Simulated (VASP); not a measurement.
# YSe: formation energy of Se on the Y site

How easily does Se on the Y site form in YSe? The host is relaxed first, then a supercell is run with and without the defect. The start is a cell from a database of measured crystal structures.

Program: VASP 6.6.1. Level of theory: PBEsol; plane waves and PAW (Y_sv, Se), in the first sound run; inputs show where later runs differ. Results are calculated unless marked as measured.

**1. The host crystal**

The structure is cubic, space group Fm-3m (No. 225). The conventional cell has a = 5.703 Å, b = 5.703 Å, c = 5.703 Å, α = 90.00°, β = 90.00°, γ = 90.00°. Y has 6 Se at 2.85 Å nearest. Se has 6 Y at 2.85 Å nearest. Farther neighbours and most contacts between anions are not listed.

**2. The host at zero pressure**

First cell and atoms are relaxed at a raised cutoff, so that later runs start from this functional's own cell.

Contents of INCAR:

```
SYSTEM = YSe
PREC = Accurate
ENCUT = 350
EDIFF = 1E-06
NELM = 120
ISMEAR = 0
SIGMA = 0.05
LREAL = .FALSE.
ALGO = Normal
GGA = PS
NBANDS = 14
LORBIT = 11
LWAVE = .FALSE.
LCHARG = .FALSE.
KPAR = 4
IBRION = 2
NSW = 40
ISIF = 3
EDIFFG = -0.02
POTIM = 0.4
```

Contents of POSCAR:

```
YSe
1.0
    0.0000000000      2.8515000000      2.8515000000
    2.8515000000      0.0000000000      2.8515000000
    2.8515000000      2.8515000000      0.0000000000
Y Se
1 1
Direct
    0.5000000000      0.5000000000      0.5000000000
    0.0000000000      0.0000000000      0.0000000000
```

Contents of KPOINTS:

```
Automatic mesh
0
Gamma
6 6 6
0 0 0
```

The projector-augmented-wave data sets are Y_sv and Se (PBE family, release 64).

Launch:

```console
$ mpirun -np 4 vasp_std
```

Log:

```text
[banner, memory and clock lines left out]
running    4 mpi-ranks, on    1 nodes
 distrk:  each k-point on    1 cores,    4 groups
 distr:  one band on    1 cores,    1 groups

 POSCAR found type information on POSCAR Y Se
 POSCAR found :  2 types and       2 ions
|                                                                             |
|               ----> ADVICE to this user running VASP <----                  |
|                                                                             |
|     You enforced a specific xc type in the INCAR file but a different       |
|     [... a line on the potential file left out ...]
|     I HOPE YOU KNOW WHAT YOU ARE DOING!                                     |
|                                                                             |

 LDA part: xc-table for (Slater+PW92), standard interpolation
 POSCAR, INCAR and KPOINTS ok, starting setup
 FFT: planning ... GRIDC
 FFT: planning ... GRID_SOFT
 FFT: planning ... GRID
 WAVECAR not read
 entering main loop
       N       E                     dE             d eps       ncg     rms          rms(c)
DAV:   1     0.441191614208E+02    0.44119E+02   -0.64566E+03   456   0.827E+02
DAV:   2    -0.119016285245E+02   -0.56021E+02   -0.52444E+02   648   0.183E+02
DAV:   3    -0.149896504815E+02   -0.30880E+01   -0.30624E+01   682   0.331E+01
DAV:   4    -0.150409014985E+02   -0.51251E-01   -0.51246E-01   556   0.391E+00
DAV:   5    -0.150418635425E+02   -0.96204E-03   -0.96201E-03   592   0.365E-01    0.250E+01
DAV:   6    -0.144793070616E+02    0.56256E+00   -0.91205E-01   536   0.587E+00    0.179E+01
DAV:   7    -0.144240454693E+02    0.55262E-01   -0.55162E-01   658   0.464E+00    0.443E+00
DAV:   8    -0.144067768029E+02    0.17269E-01   -0.12180E-01   526   0.226E+00    0.328E-01
DAV:   9    -0.144060317975E+02    0.74501E-03   -0.75988E-03   508   0.596E-01    0.112E-01
DAV:  10    -0.144060063458E+02    0.25452E-04   -0.32185E-04   520   0.155E-01    0.104E-01
DAV:  11    -0.144060134796E+02   -0.71339E-05   -0.41490E-05   572   0.527E-02    0.489E-02
DAV:  12    -0.144060113136E+02    0.21661E-05   -0.79204E-06   520   0.213E-02    0.672E-03
DAV:  13    -0.144060110284E+02    0.28515E-06   -0.69603E-07   284   0.617E-03
   1 F= -.14406011E+02 E0= -.14405595E+02  d E =-.144060E+02
 curvature:   0.00 expect dE= 0.000E+00 dE for cont linesearch  0.000E+00
 trial: gam= 0.00000 g(F)=  0.216E-60 g(S)=  0.161E-02 ort = 0.000E+00 (trialstep = 0.100E+01)
 search vector abs. value=  0.161E-02
 bond charge predicted
       N       E                     dE             d eps       ncg     rms          rms(c)
DAV:   1    -0.144151208351E+02   -0.91095E-02   -0.17105E-01   664   0.290E+00    0.759E-01
DAV:   2    -0.144080721889E+02    0.70486E-02   -0.14717E-02   594   0.908E-01    0.398E-01
DAV:   3    -0.144061259287E+02    0.19463E-02   -0.90548E-03   718   0.551E-01    0.304E-01
DAV:   4    -0.144063900317E+02   -0.26410E-03   -0.35044E-04   532   0.148E-01    0.982E-02
DAV:   5    -0.144064575886E+02   -0.67557E-04   -0.33572E-04   656   0.753E-02    0.223E-02
DAV:   6    -0.144064688537E+02   -0.11265E-04   -0.11905E-05   490   0.228E-02    0.106E-02
DAV:   7    -0.144064713327E+02   -0.24791E-05   -0.34690E-06   648   0.770E-03    0.437E-03
DAV:   8    -0.144064717804E+02   -0.44765E-06   -0.19302E-07   278   0.418E-03
   2 F= -.14406472E+02 E0= -.14406056E+02  d E =-.460752E-03
 trial-energy change:   -0.000461  1 .order   -0.000444   -0.001614    0.000727
 step:   0.6988(harm=  0.6896)  dis= 0.00000  next Energy=   -14.406581 (dE=-0.570E-03)
 bond charge predicted
       N       E                     dE             d eps       ncg     rms          rms(c)
DAV:   1    -0.144073683829E+02   -0.89705E-03   -0.15461E-02   670   0.872E-01    0.228E-01
DAV:   2    -0.144067312734E+02    0.63711E-03   -0.13613E-03   608   0.275E-01    0.121E-01
DAV:   3    -0.144065547599E+02    0.17651E-03   -0.82154E-04   724   0.166E-01    0.926E-02
DAV:   4    -0.144065761002E+02   -0.21340E-04   -0.33706E-05   526   0.459E-02    0.291E-02
DAV:   5    -0.144065799720E+02   -0.38718E-05   -0.31983E-05   656   0.237E-02    0.676E-03
DAV:   6    -0.144065803993E+02   -0.42736E-06   -0.11311E-06   416   0.706E-03
   3 F= -.14406580E+02 E0= -.14406164E+02  d E =-.569371E-03
 curvature:  -0.34 expect dE=-0.904E-09 dE for cont linesearch -0.904E-09
 trial: gam=-0.00127 g(F)=  0.103E-59 g(S)=  0.262E-08 ort = 0.206E-05 (trialstep = 0.940E+00)
 search vector abs. value=  0.100E-09
 reached required accuracy - stopping structural energy minimisation
```

Run time: 7 s. Hardware: 4 MPI ranks of AMD EPYC 7R43, shared host; peak memory 0.5 GiB.

The logs omit lines about the potential files and the build; timing stands in the text.

OUTCAR, selected parts (step 2):

```text
ion  position               nearest neighbor table
   1  0.500  0.500  0.500-   2 2.85   2 2.85   2 2.85   2 2.85   2 2.85   2 2.85
   2  0.000  0.000  0.000-   1 2.85   1 2.85   1 2.85   1 2.85   1 2.85   1 2.85

  LATTYP: Found a face centered cubic cell.
 ALAT       =     5.7030000000

 Subroutine GETGRP returns: Found 48 space group operations
 (whereof 48 operations were pure point group operations)

The static configuration has the point symmetry O_h .

 Found     16 irreducible k-points:

   k-points           NKPTS =     16   k-points in BZ     NKDIM =     16   number of bands    NBANDS=     14

   dimension x,y,z NGX =    28 NGY =   28 NGZ =   28
   dimension x,y,z NGXF=    56 NGYF=   56 NGZF=   56

   ENCUT  =  350.0 eV  25.72 Ry    5.07 a.u.   6.15  6.15  6.15*2*pi/ulx,y,z

   NELECT =      17.0000    total number of electrons

 k-points in reciprocal lattice and weights: Automatic mesh
   0.00000000  0.00000000  0.00000000       0.005
   0.16666667  0.00000000  0.00000000       0.037
   0.33333333  0.00000000  0.00000000       0.037
   0.50000000  0.00000000  0.00000000       0.019
   0.16666667  0.16666667  0.00000000       0.028
   0.33333333  0.16666667  0.00000000       0.111
   0.50000000  0.16666667  0.00000000       0.111
  -0.33333333  0.16666667  0.00000000       0.111
  -0.16666667  0.16666667  0.00000000       0.056
[...]
-0.33333333  0.33333333  0.16666667       0.111
  -0.33333333  0.50000000  0.16666667       0.056

 average (electrostatic) potential at core
       1 -35.3034       2 -53.4878

 E-fermi :   6.0577

 k-point     1 :       0.0000    0.0000    0.0000
  band No.  band energies     occupation
    ...
      7       3.0821      2.00000
      8       3.0821      2.00000
      9       5.8118      2.00000
     10       5.8118      2.00000
     11       5.8118      2.00000
     12       6.6195      0.00000
     13       6.6195      0.00000
     14       6.8820      0.00000

 k-point     2 :       0.1667    0.0000    0.0000
  band No.  band energies     occupation
    ...
      5      -8.9093      2.00000
      6       1.6245      2.00000
      7       2.3608      2.00000
      8       2.3608      2.00000
      9       6.0338      1.50000
     10       6.2932      0.00000
     11       6.2932      0.00000
     12       7.8258      0.00000
     13       7.8258      0.00000
     14       8.4286      0.00000

 k-point     3 :       0.3333    0.0000    0.0000
  band No.  band energies     occupation
    ...
      4     -17.4361      2.00000
      5      -8.3409      2.00000
      6      -0.1638      2.00000
      7       1.4718      2.00000
      8       1.4718      2.00000
      9       6.6451      0.00000
     10       7.4483      0.00000
     11       7.4483      0.00000
     12       9.8205      0.00000
     13      10.1548      0.00000
    ...

  Total       -0.0002129     -0.0002129     -0.0002129     -0.0000000      0.0000000      0.0000000
  in kB       -0.0074047     -0.0074047     -0.0074047     -0.0000000      0.0000000      0.0000000
  external PRESSURE =      -0.0074047 kB  Pullay stress =       0.0000000 kB

  energy-cutoff  :      350.00
  volume of cell :       46.06
      direct lattice vectors                 reciprocal lattice vectors
     0.000000000  2.845079853  2.845079853    -0.175741992  0.175741992  0.175741992
     2.845079853  0.000000000  2.845079853     0.175741992 -0.175741992  0.175741992
     2.845079853  2.845079853  0.000000000     0.175741992  0.175741992 -0.175741992

 POSITION                                       TOTAL-FORCE (eV/Angst)
 -----------------------------------------------------------------------------------
      2.84508      2.84508      2.84508        -0.000000     -0.000000     -0.000000
      0.00000      0.00000      0.00000         0.000000      0.000000      0.000000
 -----------------------------------------------------------------------------------
    total drift:                                0.000000      0.000000      0.000000

  FREE ENERGIE OF THE ION-ELECTRON SYSTEM (eV)
  ---------------------------------------------------
  free  energy   TOTEN  =       -14.4065803993 eV

  energy  without entropy=      -14.4057481698  energy(sigma->0) =      -14.40616428

 reached required accuracy - stopping structural energy minimisation

 total charge
# of ion       s       p       d       f       tot
--------------------------------------------------
    1        2.150   6.300   1.119   0.054   9.623
    2        1.430   2.484   0.046   0.000   3.960
--------------------------------------------------
tot          3.580   8.784   1.165   0.054  13.584

[... 3 further parts left out ...]
```

CONTCAR:

```
YSe
   1.00000000000000
     0.0000000000000000    2.8450798530884356    2.8450798530884356
     2.8450798530884356    0.0000000000000000    2.8450798530884356
     2.8450798530884356    2.8450798530884356    0.0000000000000000
  Y               Se
     1     1
Direct
     0.5000000000000000    0.5000000000000000    0.5000000000000000
     0.0000000000000000    0.0000000000000000    0.0000000000000000
```

This run has no spin polarisation. Its electron count is odd, so without a moment it is a metal by construction. The k-mesh is coarse for a metal. The PAW data sets were made with PBE, which is usual practice but a small mismatch for other functionals. The run keeps the 48 symmetry operations of its start, so it cannot find a distortion of lower symmetry.

Step by step:

```tsv
step	energy less that of the first step (eV)	largest force (eV/Å)	pressure (GPa)	volume (Å³)
1	0.0000	0.0000	-0.58	46.37
2	-0.0005	0.0000	0.26	45.92
3	-0.0006	0.0000	0.00	46.06
```

```tsv
conventional cell, symmetrised	before	after	change
a (Å)	5.703	5.690	-0.2 %
b (Å)	5.703	5.690	-0.2 %
c (Å)	5.703	5.690	-0.2 %
volume (Å³/atom)	23.19	23.03	-0.7 %
```

Final coordinates:

```cif
data_structure
_symmetry_space_group_name_H-M 'P 1'
_symmetry_Int_Tables_number 1
_cell_length_a 4.0236
_cell_length_b 4.0236
_cell_length_c 4.0236
_cell_angle_alpha 60.000
_cell_angle_beta 60.000
_cell_angle_gamma 60.000
_cell_volume 46.06
loop_
_atom_site_label
_atom_site_type_symbol
_atom_site_fract_x
_atom_site_fract_y
_atom_site_fract_z
_atom_site_occupancy
Y1 Y 0.50000 0.50000 0.50000 1
Se2 Se 0.00000 0.00000 0.00000 1
```

Numbers from this step:

| Property | Result |
| --- | --- |
| electronic cycles | 27 |
| electrons | 17 |
| free energy (TOTEN) | -14.41 eV |
| energy at zero smearing | -14.41 eV |
| Fermi energy | 6.058 eV |
| labelled metallic, from the levels on this mesh | yes |

The run ended after 3 ionic steps, 0.001 eV below its first step, once forces and stress met EDIFFG = -0.02.

[end of part 1 of 5]

[Lines on the potential files, build, host, timing and source positions are cut from VASP's logs without a mark.]

[Logs are printed without paths, hosts, clocks, repeated set-up lines and the standing remarks that a program may print on its own settings, such as how far it seeks lower states.]

[Hosts, paths, dates, database ids (printed as entryN), source tags and the programs' standing remarks are cut or masked in the printed files.]

[In band tables of VASP the shares of atoms and orbitals are scaled to a sum of 1 inside the atoms' spheres.]

[Runs that stopped without an error message from VASP are left out.]
